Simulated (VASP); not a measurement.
```xyz
2
Lattice="0.0000 2.8714 2.8714 2.8714 0.0000 2.8714 2.8714 2.8714 0.0000" Properties=species:S:1:pos:R:3 pbc="T T T"
Ga     0.0000     0.0000     0.0000
As     1.4357     1.4357     1.4357
```

Calculation: optB88-vdW, VASP's PBE PAW potentials (set 64) (plane waves; VASP). Settings: 520 eV cut-off, 10×10×10 Γ-centred mesh, first-order Methfessel-Paxton smearing of 0.10 eV, potentials Ga_d As.

Predict the energy per atom (σ→0), band gap (on the k-mesh) with the smallest direct gap where there is one.

```
Quantity                                                     Value
------------------------  ----------------------------------------
band gap (on the k-mesh)  none (metal, semimetal or under 0.01 eV)
energy per atom (σ→0)                               -1.600 eV/atom
```

Total energies compare only between runs with the same potentials, cut-off and functional.

The compound is GaAs in the zinc blende structure. It was relaxed first, which changed the volume by +5 %. The start is the result of an earlier pass.
